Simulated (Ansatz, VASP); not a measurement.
# SiTe2: VASP beside Ansatz, part 2 of 2

One calculation is typed for both programs; each brings its own data sets. How far apart do they land? Of the first pair: The structure shown is the end of the Ansatz relaxation below.

VASP 6.6.1 and Ansatz 0.2.0.

So far. Step 3 (VASP: single point, LDA, relaxed cell, pair 1): The run ends at a pressure of 0.02 GPa, with forces up to 0.021 eV/Å.

### Step 6. VASP: single point, LDA, start cell, pair 2

Level of this step: LDA; plane waves and PAW (Si, Te) (VASP).

The same cell, functional (in two slightly different forms), mesh and smearing now go to VASP, with its own data sets.

The input, INCAR:

```
SYSTEM = SiTe2
PREC = Accurate
ENCUT = 400
EDIFF = 1E-06
NELM = 120
ISMEAR = 0
SIGMA = 0.1
LREAL = .FALSE.
ALGO = Normal
GGA = PW92
NBANDS = 14
LORBIT = 11
LWAVE = .FALSE.
LCHARG = .FALSE.
ISIF = 2
LDIPOL = .TRUE.
IDIPOL = 3
DIPOL = 0.5 0.5 0.323
LVHAR = .TRUE.
LASPH = .TRUE.
GGA_COMPAT = .FALSE.
NELMDL = -8
KPAR = 2
```

The input, POSCAR:

```
SiTe2
1.0
    3.6799980000      0.0000000000      0.0000000000
   -1.8399990000      3.1869720000      0.0000000000
    0.0000000000      0.0000000000     31.0000000000
Si Te
1 2
Direct
    0.3333333333      0.6666666667      0.3225806452
    0.6666666666      0.3333333334      0.3806451613
    0.6666666666      0.3333333334      0.2645161290
```

The input, KPOINTS:

```
Automatic mesh
0
Gamma
12 12 1
0 0 0
```

Potentials, in the order of the species: Si and Te (LDA family, release 64).

Started as:

```
$ mpirun -np 2 vasp_std
```

Numbers of over 12 decimals in the logs are rounded to 6 here.

The program printed:

```text
[banner, memory and clock lines left out]
running    2 mpi-ranks, on    1 nodes
[...]
[... a notice as in an earlier step ...]

 LDA part: xc-table for (Slater(with rela. corr.)+PW92), standard interpolation
 POSCAR, INCAR and KPOINTS ok, starting setup
[...]
entering main loop
       N       E                     dE             d eps       ncg     rms          rms(c)
DAV:   1     0.938188982278E+02    0.93819E+02   -0.38064E+03   532   0.614E+02
DAV:   2    -0.294237767314E+01   -0.96761E+02   -0.89689E+02   872   0.119E+02
DAV:   3    -0.123116931746E+02   -0.93693E+01   -0.92297E+01   718   0.457E+01
DAV:   4    -0.125993934237E+02   -0.28770E+00   -0.28711E+00   718   0.999E+00
[...]
DAV:  21    -0.125076393006E+02   -0.41614E-05   -0.13848E-07   522   0.996E-04    0.160E-03
DAV:  22    -0.125076413856E+02   -0.20849E-05   -0.51504E-08   502   0.704E-04    0.857E-04
DAV:  23    -0.125076420819E+02   -0.69634E-06   -0.95153E-09   518   0.334E-04
   1 F= -.12507642E+02 E0= -.12498131E+02  d E =-.190223E-01
```

Parts of OUTCAR (step 6):

```text
  Total       -2.2407895     -2.2407899      0.2559214     -0.0000000      0.0000000     -0.0000000
  in kB       -9.8747049     -9.8747065      1.1277935     -0.0000000      0.0000000     -0.0000000
  external PRESSURE =      -6.2072060 kB  Pullay stress =       0.0000000 kB

 POSITION                                       TOTAL-FORCE (eV/Angst)
 -----------------------------------------------------------------------------------
     -0.00000      2.12465     10.00000        -0.000000      0.000000     -0.000000
      1.84000      1.06232     11.80000        -0.000000     -0.000000      0.074178
      1.84000      1.06232      8.20000         0.000000     -0.000000     -0.074178
 -----------------------------------------------------------------------------------
    total drift:                                0.000000     -0.000000      0.000025

  FREE ENERGIE OF THE ION-ELECTRON SYSTEM (eV)
  ---------------------------------------------------
  free  energy   TOTEN  =       -12.5076420819 eV

  energy  without entropy=      -12.4886197858  energy(sigma->0) =      -12.49813093

[... 1 part as in an earlier step ...]

[... 2 further parts left out ...]
[key lines of the parts left out:]
E-fermi :  -2.7564
```

The run ends at a pressure of -0.62 GPa, with forces up to 0.074 eV/Å.

### Step 7. Side by side

What differs besides the data sets and the points named for the pairs above, as far as they apply: the data sets hold 36 valence electrons in Ansatz (on its default PAW (the set named soft_2) files) and 16 in VASP; Ansatz takes its cutoff from its data sets, VASP runs at 400 eV. Total energies have different zeros and are not compared.

Forces (eV/Å; atoms numbered as in POSCAR):

| atom | Ansatz x, y, z | VASP x, y, z |
| --- | --- | --- |
| Si1 | 0.000, 0.000, 0.000 | 0.000, 0.000, 0.000 |
| Te2 | 0.000, 0.000, 0.051 | 0.000, 0.000, 0.074 |
| Te3 | 0.000, 0.000, -0.051 | 0.000, 0.000, -0.074 |

The forces differ by 11 meV/Å r.m.s., which is 30.7 % of the r.m.s. force of 0.035 eV/Å (both taken over all components). With vacuum in the cell, a pressure given here is an average over mostly empty space and none of the material.

### Step 8. Ansatz: relaxation, LDA

This run makes the geometry at which the two programs are then compared.

The structure compared here is the end of the Ansatz relaxation.

The input, input.yaml:

```yaml
crystal:
  lattice:
    - [3.68, 0.0, 0.0]
    - [-1.84, 3.18697, 0.0]
    - [0.0, 0.0, 20.0]
  atoms:
    - { symbol: Si, position: [0.333333, 0.666667, 0.5] }
    - { symbol: Te, position: [0.666667, 0.333333, 0.59] }
    - { symbol: Te, position: [0.666667, 0.333333, 0.41] }
  periodic: [true, true, false]
kpoints:
  mp_grid: { grid: [12, 12, 1] }
hamiltonian:
  xc: lda
scf:
  occupations: { method: gaussian, width: 0.1 }
output:
  forces: true
  stress: true
  eigenvalues: true
  write_density: true
  write_potential: true
  elf: true
  volumetric_format: npy
relax:
  adjacent_minimum: "off"
  f_tol: 0.005
  max_steps: 80
  cell: { stress_2d_tol: 0.02 }
```

Started as:

```
$ ansatz run input.yaml --threads 2 --pin off --max-ram 5120MiB --backend cpu --events-out ev --progress --plain --runs-dir out
```

The program printed:

```text
[...]
SCF iter   5: F=-14262.150156 eV  HF=-14262.150156 eV  |F-HF|=3.78e-10  |Δ(HF+E_count)|=   9.71e-9  Δρ=2.04e-7  dr2=1.63e-10  ethr=9.74e-12  ⟨swp⟩=15.9  Hψ=3887  notcnv=0
SCF 5 converged in 5 iterations: F = -14262.150156 eV  dr2 = 1.63e-10
[...]
° read free of the cell's end (the report's vacuum.weakly_bound_levels)
--- Relaxed structure (5 steps of the walk, 5 accepted, 1 SCFs on fresh bases) ---
[...]
cell:  # Å, volume = 327.9786 Å³
    - [3.495237, 0, 0]
    - [-1.747618, 3.026964, 0]
    - [0, 0, 31.0]
  atoms:
    - { symbol: Si, position: [0.333333, 0.666667, 0.322581] }
    - { symbol: Te, position: [0.666667, 0.333333, 0.383336] }
    - { symbol: Te, position: [0.666667, 0.333333, 0.261826] }
[key lines of the parts left out:]
SCF converged after 7 iterations
Free energy (F): -14262.148492 eV
Fermi energy:    -5.017062 eV
P = ½ c Tr σ = -0.0093 N/m
```

### Step 9. VASP: single point, LDA, relaxed cell, pair 3

The same cell, functional (in two slightly different forms), mesh and smearing now go to VASP, with its own data sets.

INCAR is that of step 6.

The input, POSCAR:

```
SiTe2
1.0
    3.4952368538      0.0000000000      0.0000000000
   -1.7476184269      3.0269639076      0.0000000000
    0.0000000000      0.0000000000     31.0000000000
Si Te
1 2
Direct
    0.3333333333      0.6666666667      0.3225806452
    0.6666666666      0.3333333334      0.3833355050
    0.6666666666      0.3333333334      0.2618257853
```

KPOINTS is that of step 6.

Started as:

```
$ mpirun -np 2 vasp_std
```

The program printed:

```text
[... set-up lines as in an earlier step ...]
 entering main loop
       N       E                     dE             d eps       ncg     rms          rms(c)
DAV:   1     0.968243893472E+02    0.96824E+02   -0.39380E+03   532   0.624E+02
DAV:   2    -0.339917223772E+01   -0.10022E+03   -0.92395E+02   856   0.120E+02
DAV:   3    -0.125244346748E+02   -0.91253E+01   -0.89722E+01   706   0.458E+01
DAV:   4    -0.127827273201E+02   -0.25829E+00   -0.25769E+00   716   0.969E+00
[...]
DAV:  22    -0.126545514678E+02   -0.18720E-05   -0.39547E-08   536   0.653E-04    0.147E-04
DAV:  23    -0.126545532262E+02   -0.17584E-05   -0.33185E-08   486   0.525E-04    0.216E-04
DAV:  24    -0.126545535273E+02   -0.30113E-06   -0.22678E-09   488   0.211E-04
   1 F= -.12654554E+02 E0= -.12647537E+02  d E =-.140331E-01
```

From OUTCAR (step 9):

```text
  Total        0.0254420      0.0254420      0.0749655      0.0000000     -0.0000000      0.0000000
  in kB        0.1242845      0.1242845      0.3662070      0.0000000     -0.0000000      0.0000000
  external PRESSURE =       0.2049254 kB  Pullay stress =       0.0000000 kB

 POSITION                                       TOTAL-FORCE (eV/Angst)
 -----------------------------------------------------------------------------------
     -0.00000      2.01798     10.00000         0.000000     -0.000000     -0.000000
      1.74762      1.00899     11.88340        -0.000000      0.000000      0.023269
      1.74762      1.00899      8.11660        -0.000000      0.000000     -0.023269
 -----------------------------------------------------------------------------------
    total drift:                                0.000000     -0.000000      0.000034

  FREE ENERGIE OF THE ION-ELECTRON SYSTEM (eV)
  ---------------------------------------------------
  free  energy   TOTEN  =       -12.6545535273 eV

  energy  without entropy=      -12.6405204548  energy(sigma->0) =      -12.64753699

[... 1 part as in an earlier step ...]

[... 2 further parts left out ...]
[key lines of the parts left out:]
E-fermi :  -2.1941
```

The run ends at a pressure of 0.02 GPa, with forces up to 0.023 eV/Å.

### Step 10. Comparison

What differs besides the data sets and the points named for the pairs above, as far as they apply: the data sets hold 36 valence electrons in Ansatz (on its default PAW (the set named soft_2) files) and 16 in VASP. Total energies have different zeros and are not compared.

At this near-relaxed geometry the largest component of a force difference is 22 meV/Å. With vacuum in the cell, a pressure given here is an average over mostly empty space and none of the material.

### Step 11. Outcome

```json
{
  "r.m.s. force difference (single point, LDA, relaxed cell, pair 1)": "10 meV/Å",
  "r.m.s. force difference (single point, LDA, start cell, pair 2)": "11 meV/Å",
  "r.m.s. force difference (single point, LDA, relaxed cell, pair 3)": "10 meV/Å"
}
```

What this shows: The r.m.s. force difference is 11 meV/Å (single point, LDA, start cell, pair 2), within the 12 meV/Å picked in this series as the mark of a large difference. The data sets hold unlike numbers of valence electrons (36 in Ansatz and 16 in VASP), so part of the differences comes from the potentials. Such differences can come from data sets, numerical settings and the points named under the comparisons, not from the functional's error against experiment.

[Lines on the potential files, build, host, timing and source positions are cut from VASP's logs without a mark.]

[Logs are printed without paths, hosts, clocks, repeated set-up lines and the standing remarks that a program may print on its own settings, such as how far it seeks lower states.]

[Hosts, paths, dates, database ids (printed as entryN), source tags and the programs' standing remarks are cut or masked in the printed files.]
